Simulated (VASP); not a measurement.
A convergence study with VASP on GaP (zinc blende): a few settings are varied, all else stays as given below, so the limit is that of these other settings. The cell's lengths are 1 % over those of the tabulated start and one atom is moved, so it is off equilibrium.

```
CELL_PARAMETERS angstrom
      0.00000     2.75225     2.75225
      2.75225     0.00000     2.75225
      2.75225     2.75225     0.00000
ATOMIC_POSITIONS crystal
  Ga 0.00000 0.00000 0.00000
  P  0.23899 0.26101 0.26101
```

Method: LDA (Ceperley-Alder, Perdew-Zunger), VASP's LDA PAW potentials (set 64) (plane waves; VASP 6.6.1). The last row used: 900 eV cut-off, 7×7×7 Γ-centred mesh, Gaussian smearing of 0.050 eV, potentials Ga_d P_h.

Gaps are read on the run's mesh, which can miss a band edge. Energies of different potentials or hybrids have different zeros.

```csv
setting,E (eV/atom),pressure (GPa),gap on the mesh (eV),plane waves
"ENCUT = 520, POTCAR Ga_d P",-5.1956,-4.67,1.220,1139
"ENCUT = 700, POTCAR Ga_d P",-5.1956,-4.67,1.220,1807
"ENCUT = 900, POTCAR Ga_d P",-5.1957,-4.67,1.220,2637
"ENCUT = 300, POTCAR Ga P",-5.1843,-3.57,1.269,531
"ENCUT = 400, POTCAR Ga P",-5.1852,-3.48,1.268,769
"ENCUT = 520, POTCAR Ga P",-5.1854,-3.49,1.268,1139
"ENCUT = 700, POTCAR Ga P",-5.1855,-3.48,1.268,1807
"ENCUT = 900, POTCAR Ga P",-5.1856,-3.48,1.268,2637
"ENCUT = 300, POTCAR Ga_h P",-4.9018,-55.79,1.233,531
"ENCUT = 400, POTCAR Ga_h P",[?],[?],1.216,769
"ENCUT = 520, POTCAR Ga_h P",-5.1943,-5.06,1.216,1139
"ENCUT = 700, POTCAR Ga_h P",-5.1941,-4.67,1.218,1807
"ENCUT = 900, POTCAR Ga_h P",-5.1940,-4.69,1.218,2637
"ENCUT = 300, POTCAR Ga_d P_h",-5.1922,-4.69,1.219,531
"ENCUT = 400, POTCAR Ga_d P_h",-5.1940,[?],1.220,769
"ENCUT = 520, POTCAR Ga_d P_h",-5.1953,-4.68,1.218,1139
"ENCUT = 700, POTCAR Ga_d P_h",-5.1956,-4.65,1.218,1807
"ENCUT = 900, POTCAR Ga_d P_h",-5.1956,-4.65,1.218,2637
```

Problem. Some entries are withheld; supply them.

Solution. 
- ENCUT = 400, POTCAR Ga_h P, E (eV/atom): -5.1926
- ENCUT = 400, POTCAR Ga_h P, pressure (GPa): -5.90
- ENCUT = 400, POTCAR Ga_d P_h, pressure (GPa): -4.91

Left out are rungs that failed or repeat a setting and relaxations that didn't move; long series are thinned to 24 rows.

The compound is GaP in the zinc blende structure. The cell was not relaxed at this level, it is distorted from the ideal structure.
